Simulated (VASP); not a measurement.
Here is a VASP 6.6.1 calculation.

The input INCAR:

```
SYSTEM = Zn
ALGO     = Normal         ! electronic algorithm
EDIFF    = 1E-7           ! SCF threshold, eV
EDIFFG   = -0.01          ! ionic threshold
ENCUT    = 600            ! plane-wave cutoff, eV
GGA      = PE             ! functional
IBRION   = 2              ! ionic algorithm
ISIF     = 4              ! what is computed and relaxed
ISMEAR   = 1              ! smearing method
IVDW     = 12             ! dispersion correction
LASPH    = .TRUE.         ! aspherical terms in the spheres
LCHARG   = .FALSE.        ! write CHGCAR
LREAL    = .FALSE.        ! projectors in reciprocal space
LWAVE    = .FALSE.        ! write WAVECAR
NELM     = 80             ! most SCF steps
NSW      = 40             ! ionic steps
PREC     = Accurate       ! precision mode
SIGMA    = 0.1            ! smearing width, eV
```

The input KPOINTS:

```
k-points
0
G
  18 18 8
  0 0 0
```

The input POSCAR:

```
Zn                                      
1.0
    2.5881849929     -0.0000000000      0.0000000000
   -1.2940924964      2.2414339535     -0.0000000000
    0.0000000000      0.0000000000      4.7288006783
  Zn            
     2
Direct
     0.3333333332999970    0.6666666667000030    0.2500000000000000
     0.6666666667000030    0.3333333332999970    0.7500000000000000
```

Potentials or basis: VASP PAW PBE potentials, release 64 (Zn).

The run is started by

```bash
$ cat potpaw_PBE.64/Zn/POTCAR > POTCAR
$ mpirun -np 1 vasp_std > vasp.out
```

Estimate the energy gained by relaxing.

0.3 meV/atom.

Predict the band gap on the k mesh.

none (metal or under the smearing width).

Estimate the dispersion energy per atom.

-0.447 eV.

Step by step:
```tsv
step	energy change (eV)	largest force (eV/Å)	pressure (GPa)
1	0.0000	0.0000	4.11
2	-0.0005	0.0000	4.00
3	-0.0005	0.0000	3.99
```

Caveat: pairwise dispersion overbinds metals, which lowers pressure and volume.
